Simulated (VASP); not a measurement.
The input files of a VASP run:

**KPOINTS**
```
Automatic mesh
0
Gamma
6 6 6
0 0 0
```

**INCAR**
```
SYSTEM = Si
PREC = Accurate
ENCUT = 400
EDIFF = 1E-6
NELM = 100
ALGO = Normal
LREAL = .FALSE.
LASPH = .TRUE.
ISMEAR = 0
SIGMA = 0.05
GGA = PE
LWAVE = .FALSE.
LCHARG = .FALSE.
ISIF = 2
ICHARG = 11
```

### POSCAR
```
Si
1
    0.0000000000     2.7698100000     2.7698100000
    2.7698100000     0.0000000000     2.7698100000
    2.7698100000     2.7698100000     0.0000000000
Si
2
Direct
  0.0000000000   0.0000000000   0.0000000000
  0.2500000000   0.2500000000   0.2500000000
```

POTCAR, in this order: Si (PBE.64 set). Program: vasp_std.

The run wrote:

**standard output**
```
 POSCAR found type information on POSCAR Si
 POSCAR found :  1 types and       2 ions
 Reading from existing POTCAR
 Reading from existing POTCAR
 LDA part: xc-table for (Slater+PW92), standard interpolation
 WARNING: stress and forces are not correct
 POSCAR, INCAR and KPOINTS ok, starting setup
 WAVECAR not read
 WARNING: CHGCAR is incomplete

 -----------------------------------------------------------------------------
|                                                                             |
|     EEEEEEE  RRRRRR   RRRRRR   OOOOOOO  RRRRRR      ###     ###     ###     |
|     E        R     R  R     R  O     O  R     R     ###     ###     ###     |
|     E        R     R  R     R  O     O  R     R     ###     ###     ###     |
|     EEEEE    RRRRRR   RRRRRR   O     O  RRRRRR       #       #       #      |
|     E        R   R    R   R    O     O  R   R                               |
|     E        R    R   R    R   O     O  R    R      ###     ###     ###     |
|     EEEEEEE  R     R  R     R  OOOOOOO  R     R     ###     ###     ###     |
|                                                                             |
|     ICHARG>10                                                               |
|                                                                             |
|       ---->  I REFUSE TO CONTINUE WITH THIS SICK JOB ... BYE!!! <----       |
|                                                                             |
 -----------------------------------------------------------------------------
```

Question: Read input and log: which fault does this run have?
A. POTCAR lists the elements in another order than POSCAR
B. POTIM is too large for the ionic optimiser
C. fractional coordinates stand under the word Cartesian
D. ICHARG = 11 asks for a fixed density, but there is no CHGCAR

Answer: D, ICHARG = 11 asks for a fixed density, but there is no CHGCAR. VASP stops with an error: ERROR: charge density could not be read from file CHGCAR for ICHARG>10 ----> I REFUSE TO CONTINUE WITH THIS SICK JOB ... BYE!!! <----

To mend it, run self-consistently first and keep its CHGCAR, or remove ICHARG. The plain static run on this cell (PBE GGA, plane waves, VASP's PBE PAW potentials (set 64)) converges, and its OSZICAR ends with
```
   1 F= -.10810256E+02 E0= -.10810256E+02  d E =-.101948E-15
```

The compound is Si in the diamond structure. The cell was not relaxed at this level.
